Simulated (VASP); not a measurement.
# Y2WC3 (P6/mmm) in VASP: single point with PBE

Aim: the single point of Y2WC3 with PBE.

Everything below comes from runs of VASP 6.6.1. Logs are shortened: lines on timing, memory, paths and dates and some standing lists are left out, and cuts for length are marked.

**1. The cell of the first run**

The structure is hexagonal, space group P6/mmm (No. 191). The conventional cell has a = 5.692 Å, b = 5.692 Å, c = 3.511 Å, α = 90.00°, β = 90.00°, γ = 120.00°. Around Y (site symmetry -6m2) lie 6 C at 2.40 Å. W (site symmetry 6/mmm) has 6 Y at 3.29 Å and 12 C at 3.34 Å and 2 W at 3.51 Å as nearest neighbours. C (site symmetry mmm) is surrounded by 4 Y at 2.40 Å.

The cell was built by a generator and needn't be a form met in nature.

**2. Single point, PBE (species swapped into the NdAl3Ni2 type (P6/mmm, No. 191))**

File INCAR:

```
SYSTEM = Y2WC3
ALGO = Fast
EDIFF = 1E-6
ENCUT = 520
GGA = PE
ISIF = 2
ISMEAR = 0
LASPH = .True.
LCHARG = .False.
LREAL = .False.
LWAVE = .False.
NBANDS = 33
NELM = 100
PREC = Accurate
SIGMA = 0.1
```

File KPOINTS:

```
k-points
0
Gamma
  12 12 10
  0 0 0
```

File POSCAR:

```
Y2WC3
1.0
    5.6922642498      0.0000000000      0.0000000000
   -2.8461321249      4.9296454454      0.0000000000
    0.0000000000      0.0000000000      3.5106669770
Y W C
2 1 3
Direct
    0.6666666667      0.3333333333      0.0000000000
    0.3333333333      0.6666666667      0.0000000000
    0.0000000000      0.0000000000      0.0000000000
    0.5000000000      0.0000000000      0.5000000000
    0.5000000000      0.5000000000      0.5000000000
    0.0000000000      0.5000000000      0.5000000000
```

Potentials or basis: VASP PAW PBE potentials, release 64 (Y_sv, W_sv, C).

Launch:

```sh
cat potpaw_PBE.64/Y_sv/POTCAR potpaw_PBE.64/W_sv/POTCAR potpaw_PBE.64/C/POTCAR > POTCAR
mpirun -np 1 vasp_std > vasp.out
```

OUTCAR:

```text
SYSTEM = Y2WC3
   EDIFF = 1E-6
   ENCUT = 520
   GGA = PE
   ISIF = 2
   ISMEAR = 0
   LASPH = .True.
   LREAL = .False.
   NELM = 100
   PREC = Accurate

 ion  position               nearest neighbor table
   1  0.667  0.333  0.000-   6 2.40   6 2.40   4 2.40   4 2.40   5 2.40   5 2.40   2 3.29   3 3.29
                             2 3.29   3 3.29   3 3.29   2 3.29
   2  0.333  0.667  0.000-   6 2.40   6 2.40   4 2.40   4 2.40   5 2.40   5 2.40   1 3.29   3 3.29
                             1 3.29   3 3.29   3 3.29   1 3.29
   3  0.000  0.000  0.000-   1 3.29   2 3.29   1 3.29   2 3.29   1 3.29   2 3.29
   4  0.500  0.000  0.500-   1 2.40   2 2.40   1 2.40   2 2.40
   5  0.500  0.500  0.500-   1 2.40   2 2.40   1 2.40   2 2.40
   6  0.000  0.500  0.500-   1 2.40   2 2.40   1 2.40   2 2.40

  LATTYP: Found a hexagonal cell.
 ALAT       =     5.6922642498
 C/A-ratio  =     0.6167435001

  Lattice vectors:

 A1 = (   5.6922642498,   0.0000000000,   0.0000000000)
 A2 = (  -2.8461321249,   4.9296454454,   0.0000000000)
 A3 = (   0.0000000000,   0.0000000000,   3.5106669770)

Analysis of symmetry for initial positions (statically):
=====================================================================
 Subroutine PRICEL returns:
 Original cell was already a primitive cell.

 Routine SETGRP: Setting up the symmetry group for a
 hexagonal supercell.

 Subroutine GETGRP returns: Found 24 space group operations
 (whereof 24 operations were pure point group operations)
 out of a pool of 24 trial point group operations.

The static configuration has the point symmetry D_6h.

Analysis of symmetry for dynamics (positions and initial velocities):
=====================================================================
 Subroutine PRICEL returns:
 Original cell was already a primitive cell.

 Routine SETGRP: Setting up the symmetry group for a
 hexagonal supercell.

 Subroutine GETGRP returns: Found 24 space group operations
 (whereof 24 operations were pure point group operations)
 out of a pool of 24 trial point group operations.

The dynamic configuration has the point symmetry D_6h.

 Subroutine INISYM returns: Found 24 space group operations
 (whereof 24 operations are pure point group operations),
 and found     1 'primitive' translations

----------------------------------------------------------------------------------------

                                     Primitive cell

  volume of cell :      98.5123

  direct lattice vectors                    reciprocal lattice vectors
     5.692264250  0.000000000  0.000000000     0.175677016  0.101427173  0.000000000
    -2.846132125  4.929645445  0.000000000     0.000000000  0.202854345  0.000000000
     0.000000000  0.000000000  3.510666977     0.000000000  0.000000000  0.284846158

  length of vectors
     5.692264250  5.692264250  3.510666977     0.202854345  0.202854345  0.284846158

  position of ions in fractional coordinates (direct lattice)
     0.666666667  0.333333333  0.000000000
     0.333333333  0.666666667  0.000000000
     0.000000000  0.000000000  0.000000000
     0.500000000  0.000000000  0.500000000
     0.500000000  0.500000000  0.500000000
     0.000000000  0.500000000  0.500000000

  ion indices of the primitive-cell ions
   primitive index   ion index
                 1           1
                 2           2
                 3           3
                 4           4
                 5           5
                 6           6

----------------------------------------------------------------------------------------

 KPOINTS: k-points

Automatic generation of k-mesh.
 Grid dimensions read from file:
 generate k-points for:   12   12   10

 Generating k-lattice:

  Cartesian coordinates                     Fractional coordinates (reciprocal lattice)
     0.014639751  0.008452264  0.000000000     0.083333333  0.000000000  0.000000000
     0.000000000  0.016904529  0.000000000     0.000000000  0.083333333  0.000000000
     0.000000000  0.000000000  0.028484616     0.000000000  0.000000000  0.100000000

  Length of vectors
     0.016904529  0.016904529  0.028484616

  Shift w.r.t. Gamma in fractional coordinates (k-lattice)
     0.000000000  0.000000000  0.000000000

 Subroutine IBZKPT returns following result:
 ===========================================

 Found    114 irreducible k-points:

 Following reciprocal coordinates:
            Coordinates               Weight
  0.000000  0.000000  0.000000      1.000000
  0.083333 -0.000000  0.000000      6.000000
  0.166667 -0.000000  0.000000      6.000000
  0.250000 -0.000000  0.000000      6.000000
  0.333333  0.000000  0.000000      6.000000
  0.416667 -0.000000  0.000000      6.000000
[... 16 lines left out ...]
  0.250000 -0.000000  0.100000     12.000000
  0.333333  0.000000  0.100000     12.000000
 [... further k-points ...]
   k-points           NKPTS =    114   k-points in BZ     NKDIM =    114   number of bands    NBANDS=     33
   number of dos      NEDOS =    301   number of ions     NIONS =      6
   total plane-waves  NPLWV =  49392
   dimension x,y,z NGX =    42 NGY =   42 NGZ =   28
   dimension x,y,z NGXF=    84 NGYF=   84 NGZF=   56
   ions per type =               2   1   3
   NGX,Y,Z   is equivalent  to a cutoff of  12.27, 12.27, 13.26 a.u.
   NGXF,Y,Z  is equivalent  to a cutoff of  24.53, 24.53, 26.52 a.u.
 SYSTEM =  Y2WC3
   PREC   = accura    normal or accurate (medium, high low for compatibility)
   ISTART =      0    job   : 0-new  1-cont  2-samecut
   ICHARG =      2    charge: 1-file 2-atom 10-const
   ISPIN  =      1    spin polarized calculation?
   LNONCOLLINEAR =      F non collinear calculations
   LSORBIT =      F    spin-orbit coupling
   LASPH  =      T    aspherical Exc in radial PAW
   ENCUT  =  520.0 eV  38.22 Ry    6.18 a.u.  10.58 10.58  6.53*2*pi/ulx,y,z
   NELM   =    100;   NELMIN=  2; NELMDL= -5     # of ELM steps
   EDIFF  = 0.1E-05   stopping-criterion for ELM
   LREAL  =      F    real-space projection
   EDIFFG = 0.1E-04   stopping-criterion for IOM
   NSW    =      0    number of steps for IOM
   IBRION =     -1    ionic relax: 0-MD 1-quasi-New 2-CG
   NFREE  =      0    steps in history (QN), initial steepest desc. (CG)
   ISIF   =      2    stress and relaxation
   ISYM   =      2    0-nonsym 1-usesym 2-fastsym
   POTIM  = 0.5000    time-step for ionic-motion
   TEBEG  =    0.0;   TEEND  =   0.0 temperature during run
   PSTRESS=    0.0 pullay stress
   NELECT =      48.0000    total number of electrons
   NUPDOWN=      -1.0000    fix difference up-down
   EMIN   =  10.00;   EMAX   =-10.00  energy-range for DOS
   EFERMI =   0.00;   METHOD = LEGACY
   ISMEAR =     0;   SIGMA  =   0.10  broadening in eV -4-tet -1-fermi 0-gaus
   EFERMI_NEDOS =   21; number of points for ismear=-14 and -15
   IALGO  =     68    algorithm
   IMIX   =      4    mixing-type and parameters
     AMIX     =   0.40;   BMIX     =  1.00
     AMIX_MAG =   1.60;   BMIX_MAG =  1.00
  volume/ion in A,a.u.               =      16.42       110.80
  Fermi-wavevector in a.u.,A,eV,Ry     =   1.288225  2.434393 22.579197  1.659524
  Thomas-Fermi vector in A             =   2.420192
   LORBIT       =      0    0 simple, 1 ext, 2 COOP (PROOUT), +10 PAW based schemes
   GGA     = PE    functional components
   LHFCALC =     F    Hartree Fock is set to
   AEXX    =    0.0000 exact exchange contribution
   IVDW    =     0    specifies the selected vdW correction
   LEPSILON=     F    determine dielectric tensor
   LRPA    =     F    only Hartree local field effects (RPA)
 non-spin polarized calculation
 RMM-DIIS sequential band-by-band and
 Gauss-broadening in eV      SIGMA  =   0.10
  energy-cutoff  :      520.00
  volume of cell :       98.51
 maximum number of plane-waves:      2713
   NGX = 21   NGY = 21   NGZ = 13

 number of electron      48.0000000 magnetization

 Free energy of the ion-electron system (eV)
  ---------------------------------------------------
  ext. energy  EPLUGINS =         0.00000000
  ---------------------------------------------------
  free energy    TOTEN  =       -42.45192549 eV

  energy without entropy =      -42.41422198  energy(sigma->0) =      -42.43307374

 E-fermi :   4.1240     XC(G=0): -11.0019

 val. band max:        4.1202604862   @ k =   0.2500   0.1667   0.5000
 cond. band min:       4.1242793813   @ k =   0.2500   0.0833   0.5000
 fundamental gap:      0.0040188951
 Fermi energy:         4.1240393999

 k-point     1 :       0.0000    0.0000    0.0000
  band No.  band energies     occupation
      1     -70.4687      2.00000
      2     -36.0227      2.00000
      3     -35.9113      2.00000
      4     -34.5815      2.00000
      5     -34.5358      2.00000
      6     -34.5358      2.00000
[... 25 lines left out ...]
     32       8.9309      0.00000
     33       8.9310      0.00000

 k-point     2 :       0.0833   -0.0000    0.0000
  band No.  band energies     occupation
      1     -70.4687      2.00000
      2     -36.0212      2.00000
      3     -35.9130      2.00000
      4     -34.5815      2.00000
      5     -34.5358      2.00000
      6     -34.5356      2.00000
[... 25 lines left out ...]
     32       8.9080      0.00000
     33       9.0163      0.00000
[... 754 lines left out ...]
     32       9.0188      0.00000
     33       9.3631      0.00000

 k-point    24 :       0.3333    0.0000    0.1000
  band No.  band energies     occupation
      1     -70.4685      2.00000
      2     -35.9975      2.00000
      3     -35.9316      2.00000
      4     -34.5871      2.00000
      5     -34.5354      2.00000
      6     -34.5327      2.00000
[... 25 lines left out ...]
     32       9.0951      0.00000
     33       9.3734      0.00000

 [... further k-points ...]

------------------------ aborting loop because EDIFF is reached ----------------------------------------

  FORCE on cell =-STRESS in cart. coord.  units (eV):
  Direction    XX          YY          ZZ          XY          YZ          ZX
  --------------------------------------------------------------------------------------
  -------------------------------------------------------------------------------------
  Total       -0.0629944     -0.0629944     -0.0860388      0.0000000      0.0000000      0.0000000
  in kB       -1.0245241     -1.0245241     -1.3993127      0.0000000      0.0000000      0.0000000
  external PRESSURE =      -1.1494537 kB  Pullay stress =       0.0000000 kB

 VOLUME and BASIS-vectors are now :
 -----------------------------------------------------------------------------
  energy-cutoff  :      520.00
  volume of cell :       98.51
      direct lattice vectors                 reciprocal lattice vectors
     5.692264250  0.000000000  0.000000000     0.175677016  0.101427173  0.000000000
    -2.846132125  4.929645445  0.000000000     0.000000000  0.202854345  0.000000000
     0.000000000  0.000000000  3.510666977     0.000000000  0.000000000  0.284846158

 POSITION                                       TOTAL-FORCE (eV/Angst)
 -----------------------------------------------------------------------------------
      2.84613      1.64322      0.00000        -0.000000      0.000000      0.000000
     -0.00000      3.28643      0.00000         0.000000     -0.000000     -0.000000
      0.00000      0.00000      0.00000         0.000000     -0.000000      0.000000
      2.84613      0.00000      1.75533         0.000000     -0.000000      0.000000
      1.42307      2.46482      1.75533         0.000000     -0.000000      0.000000
     -1.42307      2.46482      1.75533         0.000000     -0.000000      0.000000
 -----------------------------------------------------------------------------------
    total drift:                               -0.000000      0.000000      0.000000

  FREE ENERGIE OF THE ION-ELECTRON SYSTEM (eV)
  ---------------------------------------------------
  free  energy   TOTEN  =       -42.4519254946 eV

  energy  without entropy=      -42.4142219833  energy(sigma->0) =      -42.43307374
```

It took 6.6 min on 1 thread of Intel Xeon Platinum 8559C (Emerald Rapids), shared host; peak memory 0.51 GiB.

Results:

* Free energy: -42.4519 eV
* Pressure: -0.1 GPa
* Band gap on the k mesh: none (metal or under the smearing width)

Levels at points of the mesh, in eV from the Fermi level:
```
           k point  band 21  band 22  band 23  band 24  band 25  band 26  band 27  band 28
(0.00, 0.00, 0.00)    -1.34    -1.32    -0.09    -0.09     0.58     0.58     0.61     1.73
(0.50, 0.00, 0.00)    -1.16    -0.88    -0.77    -0.62    -0.47     0.94     1.37     1.42
(0.00, 0.00, 0.50)    -1.17     0.34     0.34     0.46     0.46     1.17     1.98     1.98
(0.50, 0.00, 0.50)    -1.13    -1.02    -0.77    -0.42    -0.19    -0.15     0.96     1.83
```

The run has no spin-orbit coupling, so splittings on W are missing.
